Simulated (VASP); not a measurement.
AlGa₃N₄ (space group P-43m): computed properties

The numbers are results of PBEsol GGA, VASP's PBE PAW potentials (set 64) (plane waves; VASP), not measurements.

- space group = P-43m (215)
- cell = a = b = c = 4.466 Å, α = β = γ = 90.00°
- volume per atom = 11.14 Å³/atom
- band gap (over mesh and band path) = 2.31 eV
- smallest direct gap (over mesh and band path) = 2.31 eV
- band-edge character = direct, Γ to Γ
- density = 5.45 g/cm³
- optical Γ-point spectrum = 189 (×3), 233 (×3), 410 (×3), 557 (×3), 593 (×3), 653 (×3), 671 (×2), 692 cm⁻¹

```
CELL_PARAMETERS angstrom
      4.46635     0.00000     0.00000
      0.00000     4.46635     0.00000
      0.00000     0.00000     4.46635
ATOMIC_POSITIONS crystal
  Al 0.00000 0.00000 0.00000
  Ga 0.50000 0.50000 0.00000
  Ga 0.00000 0.50000 0.50000
  Ga 0.50000 0.00000 0.50000
  N  0.75493 0.75493 0.24507
  N  0.75493 0.24507 0.75493
  N  0.24507 0.24507 0.24507
  N  0.24507 0.75493 0.75493
```

The structure comes from a computed database's AlGa3N4 entry (P-43m); how it stands against other phases isn't given here. It was relaxed first. Symmetry was kept, so distortions that lower it aren't found.
